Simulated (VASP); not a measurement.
# AlPt with PBEsol: from relaxation to properties, part 2 of 2

How well does PBEsol reproduce what experiment finds for AlPt? The cell is relaxed first, and properties follow on it. The start is a computed cell from the Materials Project.

VASP 6.6.1, plane waves and PAW; the level of theory is named at each step.

So far. Step 4 (Band structure (PBEsol)): There is no gap at this level. Step 5 (Density of states (PBEsol)): The finer mesh and the other smearing move the Fermi level by -0.10 eV from the 6×6×6 run, one measure of the sampling error in the zero of the bands above. Of the states within 0.3 eV of the Fermi level, the largest shares in the PAW spheres are Pt d 42 %, Pt p 18 % and Al p 7 %. The rest lies in smaller channels or between the spheres. The relaxed cell has a = 4.868 Å (conventional setting).

### Step 6. Bands along the symmetry lines (PBEsol + SOC) (continued)

The electronic bands at the labelled points (eV, zero at the Fermi level; # counts the bands kept):

```csv
point,#49,#50,#51,#52,#53,#54,#55,#56
Γ,-0.35,-0.35,-0.14,-0.14,-0.14,-0.14,4.11,4.11
0.45 of the way,-0.70,-0.53,-0.50,-0.28,1.26,1.39,2.43,2.53
X,-0.86,-0.86,-0.56,-0.56,1.17,1.17,1.29,1.29
0.55 of the way,-0.37,-0.37,-0.22,-0.22,1.29,1.29,1.50,1.50
M,0.27,0.27,0.27,0.27,1.27,1.27,1.27,1.27
0.45 of the way,-0.94,-0.81,-0.39,-0.33,1.48,1.65,2.36,2.38
Γ,-0.35,-0.35,-0.14,-0.14,-0.14,-0.14,4.11,4.11
0.45 of the way,-0.72,-0.53,-0.25,-0.19,0.76,0.94,2.46,2.57
R,-0.94,-0.94,-0.69,-0.69,-0.69,-0.69,-0.69,-0.69
0.55 of the way,-1.13,-1.13,-0.93,-0.93,1.45,1.45,1.55,1.55
X,-0.86,-0.86,-0.56,-0.56,1.17,1.17,1.29,1.29
jump to M,0.27,0.27,0.27,0.27,1.27,1.27,1.27,1.27
0.45 of the way,-0.67,-0.67,-0.65,-0.65,0.44,0.44,0.45,0.45
R,-0.94,-0.94,-0.69,-0.69,-0.69,-0.69,-0.69,-0.69
```

Of the projections kept (Al, Pt), the largest for each band there; the rest of the weight can lie on other orbitals:

```csv
point,#49,#50,#51,#52,#53,#54,#55,#56
Γ,Pt 0.90,Pt 0.90,Pt 0.93,Pt 0.93,Pt 0.93,Pt 0.93,Pt 0.63,Pt 0.64
X,Pt 0.89,Pt 0.89,Pt 0.90,Pt 0.90,Pt 0.93,Pt 0.93,Pt 0.92,Pt 0.92
M,Pt 0.84,Pt 0.84,Pt 0.84,Pt 0.84,Pt 0.80,Pt 0.80,Pt 0.80,Pt 0.80
Γ,Pt 0.90,Pt 0.90,Pt 0.93,Pt 0.93,Pt 0.93,Pt 0.93,Pt 0.63,Pt 0.63
R,Pt 0.94,Pt 0.94,Pt 0.95,Pt 0.95,Pt 0.95,Pt 0.95,Pt 0.95,Pt 0.95
X,Pt 0.89,Pt 0.89,Pt 0.90,Pt 0.90,Pt 0.93,Pt 0.93,Pt 0.92,Pt 0.92
```

There is no gap at this level.

Of the bands kept, 8 cross the Fermi level on this path (spinor bands, one electron each).

### Step 7. Vibrations at Γ (PBEsol)

This step: PBEsol; plane waves and PAW (Al, Pt) (VASP 6.6.1).

Zone-centre modes test whether the atoms sit at a minimum within this cell. IBRION = 8 takes the force constants from linear response, which needs tightly converged orbitals.

The input, INCAR:

```
SYSTEM = AlPt
PREC = Accurate
ENCUT = 400
EDIFF = 1E-08
NELM = 100
ISMEAR = 1
SIGMA = 0.2
LREAL = .FALSE.
ALGO = Normal
GGA = PS
NBANDS = 34
LASPH = .TRUE.
LORBIT = 11
LWAVE = .FALSE.
LCHARG = .FALSE.
KPAR = 4
IBRION = 8
ISIF = 2
```

The input, POSCAR:

```
AlPt
1.0
    4.8679349866      0.0000000000      0.0000000000
    0.0000000000      4.8679349866      0.0000000000
    0.0000000000      0.0000000000      4.8679349866
Al Pt
4 4
Direct
    0.8441660006      0.8441660006      0.8441660006
    0.6558339994      0.1558339994      0.3441660006
    0.3441660006      0.6558339994      0.1558339994
    0.1558339994      0.3441660006      0.6558339994
    0.1541907813      0.1541907813      0.1541907813
    0.3458092187      0.8458092187      0.6541907813
    0.6541907813      0.3458092187      0.8458092187
    0.8458092187      0.6541907813      0.3458092187
```

The input, KPOINTS:

```
Automatic mesh
0
Gamma
6 6 6
0 0 0
```

The projector-augmented-wave data sets are Al and Pt (PBE family, release 64).

Started as:

```console
mpirun -np 4 vasp_std
```

The job ended after 3.4 min (4 MPI ranks of AMD EPYC 7R43, shared host; peak memory 2.5 GiB; 13 min of CPU time).

Energies printed during the response cycles are not total energies of the cell.

This step gave:

- bands: 34
- irreducible k-points: 24
- pressure of the cell: 0.002274 GPa
- largest force of the cell: 0.001116 eV/Å

The modes at Γ (shares of kinetic energy by element, %):

```csv
mode,frequency (cm⁻¹),symmetry,Al %,Pt %
1,0.0,acoustic,12,88
2,0.0,acoustic,12,88
3,0.0,acoustic,12,88
4,98.4,A,0,100
5,106.5,E,5,95
6,106.5,E,5,95
7,107.0,T,5,95
8,107.0,T,5,95
9,107.0,T,5,95
10,120.3,T,3,97
11,120.3,T,3,97
12,120.3,T,3,97
13,255.3,T,88,12
14,255.3,T,88,12
15,255.3,T,88,12
16,266.9,E,95,5
17,266.9,E,95,5
18,306.1,A,100,0
19,306.2,T,96,4
20,306.2,T,96,4
21,306.2,T,96,4
22,345.5,T,95,5
23,345.5,T,95,5
24,345.5,T,95,5
```

Displacements in mode 4 (98.4 cm⁻¹), the largest set to 1:
```
Al1  0.05  0.05  0.05
Al2 -0.05 -0.05  0.05
Al3  0.05 -0.05 -0.05
Al4 -0.05  0.05 -0.05
Pt5 -1.00 -1.00 -1.00
Pt6  1.00  1.00 -1.00
Pt7 -1.00  1.00  1.00
Pt8  1.00 -1.00  1.00
```

Displacements in mode 12 (120.3 cm⁻¹), the largest set to 1:
```
Al1 -0.07  0.07  0.44
Al2 -0.02  0.21 -0.45
Al3  0.13 -0.23 -0.50
Al4  0.09 -0.08  0.49
Pt5 -0.17 -0.10  0.98
Pt6 -0.16  0.20 -0.98
Pt7  0.16 -0.20 -1.00
Pt8  0.15  0.10  1.00
```

The three acoustic modes come out at zero, and all others are real. By the characters of their eigenvectors the optical modes sort into (cm⁻¹) Raman active: A 98, E 107, T 107, T 120, T 255, E 267, A 306, T 306, T 345; infrared active: T 107, T 120, T 255, T 306, T 345.

### Step 8. Outcome

```
relaxed volume                            : 14.42 Å³/atom
relaxed conventional cell a, b, c         : 4.868, 4.868, 4.868 Å
space group after relaxing, within 0.02 Å : P2_13 (No. 198)
band gap                                  : none, a metal
DOS at the Fermi level                    : 0.984 states/eV/cell
band gap (PBEsol + SOC)                   : none, a metal
highest zone-centre mode                  : 345 cm⁻¹
```

In words: With PBEsol, AlPt relaxes to 14.42 Å³/atom in space group P2_13 (held by the symmetry of the run) and comes out as a metal. Band structure (PBEsol): Of the bands kept, 4 cross the Fermi level on this path. Bands along the symmetry lines (PBEsol + SOC): Of the bands kept, 8 cross the Fermi level on this path (spinor bands, one electron each). Vibrations at Γ (PBEsol): The highest mode in this list at Γ, 345.5 cm⁻¹, is mostly motion of Al (95 % of the kinetic energy). Modes at Γ alone can't show that the crystal is stable at other wave vectors. No search among competing phases was made, and a listed structure need not be the one stable at ambient conditions. All values are for a static lattice at zero temperature.

Comparison with the measured values:

| quantity | measured | PBEsol |
| --- | --- | --- |
| lattice constant a (Å) | 4.864 | 4.868 (+0.1 %) |

Measured values from arxiv:2206.01159 (2022).

How well it matches: The lattice constant a is off by +0.1 %: good agreement. The grades are ours: good and fair within 0.7 and 1.5 % for the lattice constant a. Zero-point motion and thermal expansion (measured at up to 300 K) are not in the computed lattice constants.

[Lines on the potential files, build, host, timing and source positions are cut from VASP's logs without a mark.]

[Logs are printed without paths, hosts, clocks, repeated set-up lines and the standing remarks that a program may print on its own settings, such as how far it seeks lower states.]

[Hosts, paths, dates, database ids (printed as entryN), source tags and the programs' standing remarks are cut or masked in the printed files.]

[A measured line is paired with the nearest computed mode of its activity, which favours agreement.]
